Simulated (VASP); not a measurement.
Input:

```yaml
crystal:
  lattice:
    - [0.00000, 2.68986, 2.68986]
    - [2.68986, 0.00000, 2.68986]
    - [2.68986, 2.68986, 0.00000]
  atoms:
    - { symbol: Ca, position: [0.00000, 0.00000, 0.00000] }
```

The numbers are results of PBE GGA with D3 dispersion (zero damping), VASP's PBE PAW potentials (set 64) (plane waves; VASP), not measurements. Run with 520 eV cut-off, 12×12×12 Γ-centred mesh, first-order Methfessel-Paxton smearing of 0.10 eV, potentials Ca_sv.

Question: Give the stress tensor in GPa (positive for a compressed cell).

Answer: 
```
1.11  0.00  0.00
0.00  1.11  0.00
0.00  0.00  1.11
```
The pressure is its mean diagonal, 1.11 GPa.

The compound is Ca in the fcc structure. This cell is one point of a volume scan, at 0.94 of the reference volume.
